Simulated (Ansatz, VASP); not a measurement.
Given: the input of a run of VASP 6.6.1 on InSe2. The cell comes from a database or a generator and needn't be the stable form of this composition.

Contents of INCAR:

```
SYSTEM = InSe2
PREC = Accurate
ENCUT = 520
EDIFF = 1E-7
ISMEAR = -1
SIGMA = 0.05
LREAL = .False.
LASPH = .True.
NELM = 80
ALGO = Normal
ISIF = 2
LWAVE = .False.
LCHARG = .False.
GGA = PE
NBANDS = 34
```

KPOINTS

```
Automatic mesh
0
Gamma
  7 7 3
  0 0 0
```

Contents of POSCAR:

```
InSe2
1.0
    3.8948930000      0.0000000000      0.0000000000
    0.0000000000      3.8948930000      0.0000000000
    0.0000000000      0.0000000000      9.6262310000
In Se
2 4
Direct
    0.5000000000      0.0000000000      0.2935320000
    0.0000000000      0.5000000000      0.7064680000
    0.5000000000      0.5000000000      0.0000000000
    0.0000000000      0.0000000000      0.0000000000
    0.5000000000      0.0000000000      0.6337880000
    0.0000000000      0.5000000000      0.3662120000
```

Potentials or basis: VASP PAW PBE potentials, release 64 (In_d, Se).

Launch:

```sh
$ cat potpaw_PBE.64/In_d/POTCAR potpaw_PBE.64/Se/POTCAR > POTCAR
$ mpirun -np 1 vasp_std > vasp.out
```

Set up the same calculation for Ansatz 0.2.0. Potentials or basis there: Ansatz PAW, cutoff 420 eV.

As run (cutoffs and basis follow the program's own potentials, and thresholds, step limits or extra output files can differ):

input.yaml

```yaml
crystal:
  lattice:
    - [3.894893, 0.0, 0.0]
    - [0.0, 3.894893, 0.0]
    - [0.0, 0.0, 9.626231]
  atoms:
    - { symbol: In, position: [0.5, 0.0, 0.293532] }
    - { symbol: In, position: [0.0, 0.5, 0.706468] }
    - { symbol: Se, position: [0.5, 0.5, 0.0] }
    - { symbol: Se, position: [0.0, 0.0, 0.0] }
    - { symbol: Se, position: [0.5, 0.0, 0.633788] }
    - { symbol: Se, position: [0.0, 0.5, 0.366212] }
hamiltonian:
  xc: pbe
  pseudopotentials: { kind: paw }
kpoints:
  mp_grid: { grid: [7, 7, 3] }
scf:
  occupations: { method: fermi_dirac, width: 0.05 }
output:
  forces: true
  stress: true
  eigenvalues: true
  write_density: true
  write_potential: true
  elf: true
  volumetric_format: npy
```

Potentials or basis: Ansatz PAW.

Command:

```console
$ ansatz run input.yaml --threads 2 --pin off --max-ram 5120MiB --backend cpu --events-out ev --progress --plain --runs-dir out
```

Both were run:

|  | VASP | Ansatz |
| --- | --- | --- |
| Pressure | -0.1 GPa | -0.1 GPa |
| Largest force | 0.092 eV/Å | 0.092 eV/Å |

Ansatz's pressure holds a Pulay term of +0.03 GPa for its cutoff of 420 eV, which the other run lacks.

The potentials hold 50 and 90 valence electrons a cell.

Where Ansatz's input types no cutoff or centring, it takes its own default and a Γ-centred mesh.

Pressure is positive in compression.
